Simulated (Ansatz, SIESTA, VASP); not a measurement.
## Code comparison for Fe₃Rh (P1, 4 atoms in the cell)

Self-consistent single point, at a second geometry (atoms moved at random). First geometry:

```
Fe3Rh
1.0
    0.00000     2.95649     2.95649
    2.95649     0.00000     2.95649
    2.95649     2.95649     0.00000
Fe Rh
3 1
Cartesian
  4.43473   4.43473   4.43473
  1.47824   1.47824   1.47824
  0.00000   0.00000   0.00000
  2.95649   2.95649   2.95649
```
Moments meant for the start (each program seeds them in its own way; μB, in the order of the atoms Fe Fe Fe Rh): 4.0 4.0 4.0 1.0.

Second geometry:
```
CELL_PARAMETERS angstrom
      0.00000     2.95649     2.95649
      2.95649     0.00000     2.95649
      2.95649     2.95649     0.00000
ATOMIC_POSITIONS crystal
  Fe 0.74421 0.75368 0.74454
  Fe 0.26136 0.23290 0.26770
  Fe 0.99322 0.00646 0.99723
  Rh 0.50121 0.50695 0.49053
```
Moments meant for the start (each program seeds them in its own way; μB, in the order of the atoms Fe Fe Fe Rh): 4.0 4.0 4.0 1.0.

Shared settings, as Ansatz (an electronic-structure program) writes them: kpoints.mp_grid.grid = 8 8 8; scf.occupations.method = gaussian; scf.occupations.width = 0.272 eV. Potentials and cutoffs stand in the table.

| code | model | ΔF from the first geometry (meV/atom) | pressure (GPa) | largest force (eV/Å) | size of the net moment (μB/atom) | cutoff |
|---|---|---|---|---|---|---|
| VASP | PBEsol, VASP's PBE PAW potentials (set 64) | 13.6 | -11.17 | 0.862 | 2.29 | 300 eV |
| Ansatz | PBEsol, PAW files made with PBE | 13.8 | -11.02 | 0.875 | 2.29 | default |
| SIESTA | GGA PBEsol, numerical atomic orbitals DZP, PseudoDojo PBEsol standard norm-conserving potentials (rewritten from UPF to PSML) | 15.0 | -11.68 | 0.961 | 2.33 | grid 350 Ry |

Size of the force on each atom (eV/Å): Sizes of forces hide their directions.

```
code      Fe1    Fe2    Fe3    Rh4
------  -----  -----  -----  -----
VASP    0.249  0.862  0.276  0.472
Ansatz  0.251  0.875  0.283  0.477
SIESTA  0.249  0.961  0.319  0.555
```

On Ansatz's run: the magnetic order is the one reached from the typed start; others were not searched systematically.

The spread over the programs that give each value: ΔF from the first geometry within 1.4 meV/atom; pressure within 0.66 GPa; largest force within 0.099 eV/Å; size of the net moment within 0.04 μB/atom.

SIESTA uses small atom-centred bases, whose incompleteness enters pressures, forces and empty levels differently from a plane-wave cutoff. Ansatz's pressure is given at a fixed set of plane waves, as the other plane-wave codes print theirs; with its correction for the finite basis it is -10.88 GPa. In the force vectors, SIESTA (by 0.093) lies more than 0.08 eV/Å from the median of the plane-wave programs.

VASP's run is marked for a possible Pulay error in its stress at this cutoff; no cutoff test was made.

The starting cell comes from a database of computed structures (which also holds hypothetical and non-ambient phases and stackings), without a prior relaxation at this level. Its lattice was rescaled by a random factor within 2.5 % of one. For this run, on top of that: atoms moved at random.

Keys are those of Ansatz 0.2.
